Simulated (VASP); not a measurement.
# MoS2 (Molybdenite): what each functional gives for the gap, part 3 of 3

Aim: the gap of MoS2 (Molybdenite) on one structure at many levels of theory. The starting structure is a measured crystal structure from the Crystallography Open Database. The atoms were first relaxed with LDA in that cell, in a run that isn't shown, and the relaxed structure is the one below. Meshes and data sets differ where the inputs say so.

VASP 6.6.1.

Results so far: LDA 0.831 eV; PBE 0.916 eV; r2SCAN 1.018 eV; TB-mBJ 1.054 eV; LDA+U (Mo d 4.38 eV) 0.864 eV; r2SCAN+U (Mo d 2.2 eV) 1.015 eV.

## (8) Bands with LDA + spin-orbit coupling

Level of this step: LDA, spin-orbit coupling; plane waves and PAW (Mo_sv, S) (VASP).

Spin-orbit coupling is switched on in this step.

Input file INCAR:

```
SYSTEM = MoS2
PREC = Accurate
ENCUT = 350
EDIFF = 1E-06
NELM = 100
ISMEAR = 0
SIGMA = 0.03
LREAL = .FALSE.
ALGO = Normal
GGA = CA
LNONCOLLINEAR = .TRUE.
MAGMOM = 0 0 0 0 0 0 0 0 0 0 0 0 0 0 0 0 0 0
NBANDS = 64
GGA_COMPAT = .FALSE.
LASPH = .TRUE.
LSORBIT = .TRUE.
LMAXMIX = 4
LORBIT = 11
LWAVE = .FALSE.
LCHARG = .FALSE.
KPAR = 8
```

Input file POSCAR:

```
MoS2
1.0
    3.1610000000      0.0000000000      0.0000000000
   -1.5805000000      2.7375063014      0.0000000000
    0.0000000000      0.0000000000     12.2950000000
Mo S
2 4
Direct
    0.6666666667      0.3333333333      0.7500000000
    0.3333333333      0.6666666667      0.2500000000
    0.6666666667      0.3333333333      0.3755016495
    0.3333333333      0.6666666667      0.8755016495
    0.6666666667      0.3333333333      0.1244983505
    0.3333333333      0.6666666667      0.6244983505
```

Input file KPOINTS:

```
Automatic mesh
0
Gamma
9 9 2
0 0 0
```

Input file KPOINTS_OPT:

```
Line mode
8
Line-mode
Reciprocal
  0.00000000   0.00000000   0.00000000 GAMMA
  0.50000000   0.00000000   0.00000000 M

  0.50000000   0.00000000   0.00000000 M
  0.33333333   0.33333333   0.00000000 K

  0.33333333   0.33333333   0.00000000 K
  0.00000000   0.00000000   0.00000000 GAMMA

  0.00000000   0.00000000   0.00000000 GAMMA
  0.00000000   0.00000000   0.50000000 A

  0.00000000   0.00000000   0.50000000 A
  0.50000000   0.00000000   0.50000000 L

  0.50000000   0.00000000   0.50000000 L
  0.33333333   0.33333333   0.50000000 H

  0.33333333   0.33333333   0.50000000 H
  0.00000000   0.00000000   0.50000000 A

  0.50000000   0.00000000   0.50000000 L
  0.50000000   0.00000000   0.00000000 M

  0.33333333   0.33333333   0.00000000 K
  0.33333333   0.33333333   0.50000000 H
```

PAW data sets: Mo_sv and S (LDA family, release 64).

Command:

```bash
$ mpirun -np 8 vasp_ncl
```

Log:

```text
[... set-up lines as in an earlier step ...]
 entering main loop
       N       E                     dE             d eps       ncg     rms          rms(c)
DAV:   1     0.397089813254E+03    0.39709E+03   -0.23821E+04  3528   0.114E+03
DAV:   2    -0.257641250917E+02   -0.42285E+03   -0.40877E+03  3720   0.356E+02
DAV:   3    -0.513745945186E+02   -0.25610E+02   -0.25284E+02  3808   0.781E+01
DAV:   4    -0.520574528839E+02   -0.68286E+00   -0.67926E+00  3824   0.123E+01
[...]
DAV:  14    -0.491224793592E+02   -0.16036E-05   -0.34968E-05  3824   0.284E-02    0.229E-02
DAV:  15    -0.491224779293E+02    0.14299E-05   -0.47808E-06  3256   0.134E-02    0.975E-03
DAV:  16    -0.491224778810E+02    0.48290E-07   -0.60494E-07  2096   0.376E-03
   1 F= -.49122478E+02 E0= -.49122478E+02  d E =-.210075E-12  mag=     0.0000    -0.0000     0.0000
 Start KPOINTS_OPT (optional k-point list driver)
k-point batch [1-24\72]
       N       E                     dE             ncg
DAV:   1    -0.107889243380E+04   -0.27273E+05     3600
DAV:   2    -0.111358590205E+05   -0.10057E+05     3720
DAV:   3    -0.117302603887E+05   -0.59440E+03     3808
DAV:   4    -0.117470029019E+05   -0.16743E+02     3832
DAV:   5    -0.117474752480E+05   -0.47235E+00     3808
DAV:   6    -0.117474906503E+05   -0.15402E-01     4048
DAV:   7    -0.117474910162E+05   -0.36585E-03     3632
DAV:   8    -0.117474910308E+05   -0.14618E-04     3328
DAV:   9    -0.117474910315E+05   -0.69366E-06     2536
[...]
k-point batch [49-72\72]
       N       E                     dE             ncg
DAV:   1    -0.153029824718E+04   -0.35746E+05     3696
DAV:   2    -0.112139287763E+05   -0.96836E+04     3664
DAV:   3    -0.117972077185E+05   -0.58328E+03     3856
DAV:   4    -0.118129705077E+05   -0.15763E+02     3776
DAV:   5    -0.118133913919E+05   -0.42088E+00     3736
DAV:   6    -0.118134045789E+05   -0.13187E-01     3872
DAV:   7    -0.118134049401E+05   -0.36122E-03     3608
DAV:   8    -0.118134049510E+05   -0.10894E-04     3168
DAV:   9    -0.118134049515E+05   -0.47769E-06     2472
```

It took 90 s on 8 MPI ranks of AMD EPYC 7R43, shared host; peak memory 3.2 GiB.

OUTCAR, selected parts (step 8):

```text
  Total       -2.6121194     -2.6121194     -0.8826196      0.0000000      0.0000000      0.0000000
  in kB      -39.3364756    -39.3364756    -13.2915609      0.0000000      0.0000000      0.0000000
  external PRESSURE =     -30.6548373 kB  Pullay stress =       0.0000000 kB

 POSITION                                       TOTAL-FORCE (eV/Angst)
 -----------------------------------------------------------------------------------
      1.58050      0.91250      9.22125         0.000000     -0.000000     -0.000000
     -0.00000      1.82500      3.07375         0.000000      0.000000     -0.000000
      1.58050      0.91250      4.61679        -0.000000     -0.000000      0.007498
     -0.00000      1.82500     10.76429        -0.000000     -0.000000      0.007498
      1.58050      0.91250      1.53071        -0.000000     -0.000000     -0.007498
     -0.00000      1.82500      7.67821        -0.000000     -0.000000     -0.007498
 -----------------------------------------------------------------------------------
    total drift:                               -0.000000      0.000000     -0.000000

  FREE ENERGIE OF THE ION-ELECTRON SYSTEM (eV)
  ---------------------------------------------------
  free  energy   TOTEN  =       -49.1224778810 eV

  energy  without entropy=      -49.1224778810  energy(sigma->0) =      -49.12247788

 magnetization (x)
# of ion       s       p       d       tot
------------------------------------------
    1       -0.000  -0.000   0.000   0.000
    2       -0.000   0.000  -0.000  -0.000
    3       -0.000   0.000   0.000   0.000
    4        0.000  -0.000   0.000  -0.000
    5        0.000  -0.000   0.000  -0.000
    6       -0.000  -0.000   0.000  -0.000
--------------------------------------------------
tot         -0.000  -0.000  -0.000  -0.000

 magnetization (y)
# of ion       s       p       d       tot
------------------------------------------
    1        0.000   0.000   0.000   0.000
    2        0.000   0.000  -0.000  -0.000
    3        0.000   0.000   0.000   0.000
    4        0.000  -0.000   0.000  -0.000
    5        0.000   0.000   0.000   0.000
    6        0.000  -0.000   0.000  -0.000
--------------------------------------------------
tot          0.000  -0.000  -0.000  -0.000

 magnetization (z)
# of ion       s       p       d       tot
------------------------------------------
    1        0.000   0.000   0.000   0.000
    2        0.000   0.000   0.000   0.000
    3        0.000   0.000   0.000   0.000
    4        0.000   0.000   0.000   0.000
    5        0.000   0.000   0.000   0.000
    6        0.000   0.000   0.000   0.000
--------------------------------------------------
tot          0.000   0.000   0.000   0.000

[... 1 part as in an earlier step ...]

[... 2 further parts left out ...]
[key lines of the parts left out:]
E-fermi :   7.6432
```

LDA + spin-orbit coupling gives a least gap of 0.825 eV, and a least direct gap of 1.612 eV. The least gap is -0.006 eV from that of LDA.

## (9) Bands with r2SCAN + spin-orbit coupling

Edit INCAR of step 8 so:

```diff
@@ -9,3 +9,4 @@
 ALGO = Normal
-GGA = CA
+METAGGA = R2SCAN
+LASPH = .TRUE.
 LNONCOLLINEAR = .TRUE.
@@ -14,3 +15,2 @@
 GGA_COMPAT = .FALSE.
-LASPH = .TRUE.
 LSORBIT = .TRUE.
```

POSCAR is that of step 8.

KPOINTS is that of step 8.

KPOINTS_OPT is that of step 8.

Potentials, in the order of the species: Mo_sv and S (PBE family, release 64).

Command:

```bash
$ mpirun -np 8 vasp_ncl
```

Log:

```text
[... set-up lines as in an earlier step ...]
 entering main loop
       N       E                     dE             d eps       ncg     rms          rms(c)
DAV:   1     0.331889294489E+03    0.33189E+03   -0.24653E+04  3544   0.117E+03
DAV:   2    -0.853500111166E+02   -0.41724E+03   -0.40356E+03  3776   0.353E+02
DAV:   3    -0.108851859519E+03   -0.23502E+02   -0.23193E+02  3824   0.760E+01
DAV:   4    -0.109454311447E+03   -0.60245E+00   -0.59879E+00  3888   0.116E+01
[...]
DAV:  13    -0.902206281525E+02    0.23380E-04   -0.74664E-05  3816   0.499E-02    0.238E-02
DAV:  14    -0.902206389905E+02   -0.10838E-04   -0.15942E-05  3568   0.265E-02    0.772E-03
DAV:  15    -0.902206384495E+02    0.54100E-06   -0.10222E-06  2600   0.501E-03
   1 F= -.90220638E+02 E0= -.90220638E+02  d E =-.586171E-58  mag=     0.0000    -0.0000     0.0000
 Start KPOINTS_OPT (optional k-point list driver)
k-point batch [1-24\72]
       N       E                     dE             ncg
DAV:   1    -0.197796356493E+04   -0.28172E+05     3656
DAV:   2    -0.120136226129E+05   -0.10036E+05     3768
DAV:   3    -0.125682641840E+05   -0.55464E+03     3784
DAV:   4    -0.125841596215E+05   -0.15895E+02     3880
DAV:   5    -0.125846234615E+05   -0.46384E+00     3816
DAV:   6    -0.125846384544E+05   -0.14993E-01     3968
DAV:   7    -0.125846389730E+05   -0.51868E-03     3704
DAV:   8    -0.125846389930E+05   -0.19991E-04     3296
DAV:   9    -0.125846389940E+05   -0.99759E-06     2576
[...]
k-point batch [49-72\72]
       N       E                     dE             ncg
DAV:   1    -0.236480890488E+04   -0.36581E+05     3728
DAV:   2    -0.120964074419E+05   -0.97316E+04     3728
DAV:   3    -0.126394360140E+05   -0.54303E+03     3808
DAV:   4    -0.126538658647E+05   -0.14430E+02     3784
DAV:   5    -0.126542999454E+05   -0.43408E+00     3776
DAV:   6    -0.126543147521E+05   -0.14807E-01     3920
DAV:   7    -0.126543151020E+05   -0.34992E-03     3648
DAV:   8    -0.126543151137E+05   -0.11724E-04     3120
DAV:   9    -0.126543151143E+05   -0.62671E-06     2536
```

The job ended after 7 min (8 MPI ranks; peak memory 3.8 GiB; 56 min of CPU time).

Parts of OUTCAR (step 9):

```text
  Total        2.0959997      2.0959997      2.7503933      0.0000000      0.0000000      0.0000000
  in kB       31.5641175     31.5641175     41.4187724      0.0000000      0.0000000      0.0000000
  external PRESSURE =      34.8490025 kB  Pullay stress =       0.0000000 kB

 POSITION                                       TOTAL-FORCE (eV/Angst)
 -----------------------------------------------------------------------------------
      1.58050      0.91250      9.22125        -0.000000      0.000000      0.000000
     -0.00000      1.82500      3.07375        -0.000000     -0.000000      0.000000
      1.58050      0.91250      4.61679        -0.000000     -0.000000      0.268687
     -0.00000      1.82500     10.76429         0.000000      0.000000      0.268687
      1.58050      0.91250      1.53071        -0.000000     -0.000000     -0.268687
     -0.00000      1.82500      7.67821         0.000000      0.000000     -0.268687
 -----------------------------------------------------------------------------------
    total drift:                               -0.000000      0.000000     -0.000000

  FREE ENERGIE OF THE ION-ELECTRON SYSTEM (eV)
  ---------------------------------------------------
  free  energy   TOTEN  =       -90.2206384495 eV

  energy  without entropy=      -90.2206384495  energy(sigma->0) =      -90.22063845

 magnetization (x)
# of ion       s       p       d       tot
------------------------------------------
    1       -0.000   0.000  -0.000  -0.000
    2       -0.000   0.000  -0.000  -0.000
    3       -0.000   0.000   0.000   0.000
    4        0.000   0.000   0.000   0.000
    5        0.000   0.000   0.000   0.000
    6       -0.000   0.000   0.000   0.000
--------------------------------------------------
tot          0.000   0.000  -0.000   0.000

 magnetization (y)
# of ion       s       p       d       tot
------------------------------------------
    1       -0.000   0.000  -0.000  -0.000
    2        0.000   0.000   0.000   0.000
    3       -0.000   0.000   0.000   0.000
    4        0.000   0.000   0.000   0.000
    5       -0.000   0.000   0.000   0.000
    6        0.000   0.000   0.000   0.000
--------------------------------------------------
tot         -0.000   0.000   0.000   0.000

[... 3 parts as in an earlier step ...]

[... 1 further part left out ...]
[key lines of the parts left out:]
E-fermi :   7.8738
```

r2SCAN + spin-orbit coupling gives a least gap of 1.012 eV, and a least direct gap of 1.726 eV. The least gap is -0.006 eV from that of r2SCAN.

## (10) Bands with TB-mBJ + spin-orbit coupling

Edit INCAR of step 9 so:

```diff
@@ -4,3 +4,3 @@
 EDIFF = 1E-06
-NELM = 100
+NELM = 150
 ISMEAR = 0
@@ -9,3 +9,3 @@
 ALGO = Normal
-METAGGA = R2SCAN
+METAGGA = MBJ
 LASPH = .TRUE.
```

POSCAR is that of step 9.

KPOINTS is that of step 9.

KPOINTS_OPT is that of step 9.

Command:

```bash
$ mpirun -np 8 vasp_ncl
```

Log:

```text
[... set-up lines as in an earlier step ...]
 entering main loop
       N       E                     dE             d eps       ncg     rms          rms(c)
DAV:   1     0.916474329788E+03    0.91647E+03   -0.24354E+04  3568   0.114E+03
DAV:   2     0.514675795732E+03   -0.40180E+03   -0.38799E+03  3736   0.343E+02
DAV:   3     0.492328125401E+03   -0.22348E+02   -0.21927E+02  3776   0.714E+01
DAV:   4     0.491674424207E+03   -0.65370E+00   -0.64889E+00  3936   0.113E+01
[...]
DAV:  56     0.499163336555E+03   -0.73788E-05   -0.15018E-09  1608   0.230E-04    0.249E-04
DAV:  57     0.499163335528E+03   -0.10274E-05   -0.36315E-10  1608   0.106E-04    0.324E-04
DAV:  58     0.499163335592E+03    0.64215E-07   -0.18392E-10  1608   0.682E-05
   1 F= 0.49916334E+03 E0= 0.49916334E+03  d E =-.142661E-52  mag=    -0.0000     0.0000     0.0000
 Start KPOINTS_OPT (optional k-point list driver)
k-point batch [1-24\72]
       N       E                     dE             ncg
DAV:   1    -0.153859259250E+04   -0.27733E+05     3672
DAV:   2    -0.112597794252E+05   -0.97212E+04     3792
DAV:   3    -0.117762810075E+05   -0.51650E+03     3808
DAV:   4    -0.117900243871E+05   -0.13743E+02     3904
DAV:   5    -0.117904108259E+05   -0.38644E+00     3840
DAV:   6    -0.117904232793E+05   -0.12453E-01     4040
DAV:   7    -0.117904235977E+05   -0.31838E-03     3696
DAV:   8    -0.117904236072E+05   -0.94619E-05     3112
DAV:   9    -0.117904236077E+05   -0.50704E-06     2480
[...]
k-point batch [49-72\72]
       N       E                     dE             ncg
DAV:   1    -0.190698699269E+04   -0.36123E+05     3736
DAV:   2    -0.113371364500E+05   -0.94301E+04     3736
DAV:   3    -0.118425501832E+05   -0.50541E+03     3784
DAV:   4    -0.118563507384E+05   -0.13801E+02     3864
DAV:   5    -0.118567323532E+05   -0.38161E+00     3696
DAV:   6    -0.118567462062E+05   -0.13853E-01     3984
DAV:   7    -0.118567465529E+05   -0.34673E-03     3608
DAV:   8    -0.118567465649E+05   -0.11935E-04     3136
DAV:   9    -0.118567465656E+05   -0.70284E-06     2576
```

The job ended after 5.2 min (8 MPI ranks; peak memory 3.9 GiB).

Parts of OUTCAR (step 10):

```text
  Total      -63.6834436    -63.6834436    -70.2609175      0.0000000      0.0000000      0.0000000
  in kB     -959.0228720   -959.0228720  -1058.0744874      0.0000000      0.0000000      0.0000000
  external PRESSURE =    -992.0400771 kB  Pullay stress =       0.0000000 kB

 POSITION                                       TOTAL-FORCE (eV/Angst)
 -----------------------------------------------------------------------------------
      1.58050      0.91250      9.22125         0.000000      0.000000     -0.000000
     -0.00000      1.82500      3.07375        -0.000000     -0.000000     -0.000000
      1.58050      0.91250      4.61679        -0.000000      0.000000     -0.640624
     -0.00000      1.82500     10.76429        -0.000000      0.000000     -0.640624
      1.58050      0.91250      1.53071        -0.000000      0.000000      0.640624
     -0.00000      1.82500      7.67821        -0.000000      0.000000      0.640624
 -----------------------------------------------------------------------------------
    total drift:                               -0.000000      0.000000     -0.000000

  FREE ENERGIE OF THE ION-ELECTRON SYSTEM (eV)
  ---------------------------------------------------
  free  energy   TOTEN  =       499.1633355922 eV

  energy  without entropy=      499.1633355922  energy(sigma->0) =      499.16333559

 magnetization (x)
# of ion       s       p       d       tot
------------------------------------------
    1       -0.000  -0.000   0.000   0.000
    2        0.000  -0.000   0.000   0.000
    3        0.000   0.000   0.000   0.000
    4        0.000  -0.000   0.000  -0.000
    5       -0.000  -0.000   0.000  -0.000
    6        0.000   0.000   0.000   0.000
--------------------------------------------------
tot          0.000  -0.000   0.000  -0.000

 magnetization (y)
# of ion       s       p       d       tot
------------------------------------------
    1       -0.000   0.000  -0.000  -0.000
    2        0.000  -0.000  -0.000  -0.000
    3        0.000   0.000   0.000   0.000
    4        0.000   0.000   0.000   0.000
    5        0.000   0.000   0.000   0.000
    6        0.000   0.000   0.000   0.000
--------------------------------------------------
tot          0.000  -0.000  -0.000   0.000

[... 3 parts as in an earlier step ...]

[... 1 further part left out ...]
[key lines of the parts left out:]
E-fermi :   7.8623
```

TB-mBJ + spin-orbit coupling gives a least gap of 1.047 eV, and a least direct gap of 1.618 eV. The least gap is -0.007 eV from that of TB-mBJ.

## (11) Comparison

| level | gap (eV) | least direct gap (eV) | mesh | core minutes |
| --- | --- | --- | --- | --- |
| LDA | 0.831 | 1.645 | 9×9×2 | 3.33 |
| PBE | 0.916 | 1.649 | 9×9×2 | 3.6 |
| r2SCAN | 1.018 | 1.762 | 9×9×2 | 12.5 |
| TB-mBJ | 1.054 | 1.664 | 9×9×2 | 17.9 |
| LDA+U (Mo d 4.38 eV) | 0.864 | 1.548 | 9×9×2 | 2.93 |
| r2SCAN+U (Mo d 2.2 eV) | 1.015 | 1.709 | 9×9×2 | 12.0 |
| LDA + spin-orbit coupling | 0.825 | 1.612 | 9×9×2 | 12.0 |
| r2SCAN + spin-orbit coupling | 1.012 | 1.726 | 9×9×2 | 56.0 |
| TB-mBJ + spin-orbit coupling | 1.047 | 1.618 | 9×9×2 | 41.9 |

Core minutes are wall time times ranks of the run shown, on a shared host.

## (12) Summary of results

- gap, LDA: 0.831 eV
- gap, PBE: 0.916 eV
- gap, r2SCAN: 1.018 eV
- gap, TB-mBJ: 1.054 eV
- gap, LDA+U (Mo d 4.38 eV): 0.864 eV
- gap, r2SCAN+U (Mo d 2.2 eV): 1.015 eV
- gap, LDA + spin-orbit coupling: 0.825 eV
- gap, r2SCAN + spin-orbit coupling: 1.012 eV
- gap, TB-mBJ + spin-orbit coupling: 1.047 eV

What this shows: Without spin-orbit coupling the gap of MoS2 (Molybdenite) runs from 0.831 eV (LDA) to 1.054 eV (TB-mBJ). Spin-orbit coupling changes the LDA gap by -0.006 eV. Spin-orbit coupling changes the r2SCAN gap by -0.006 eV. Spin-orbit coupling changes the TB-mBJ gap by -0.007 eV. These are gaps between Kohn-Sham or generalised Kohn-Sham levels of a static lattice, without excitons or temperature. Further runs on this material are not shown.

[Lines on the potential files, build, host, timing and source positions are cut from VASP's logs without a mark.]

[Logs are printed without paths, hosts, clocks, repeated set-up lines and the standing remarks that a program may print on its own settings, such as how far it seeks lower states.]

[Hosts, paths, dates, database ids (printed as entryN), source tags and the programs' standing remarks are cut or masked in the printed files.]
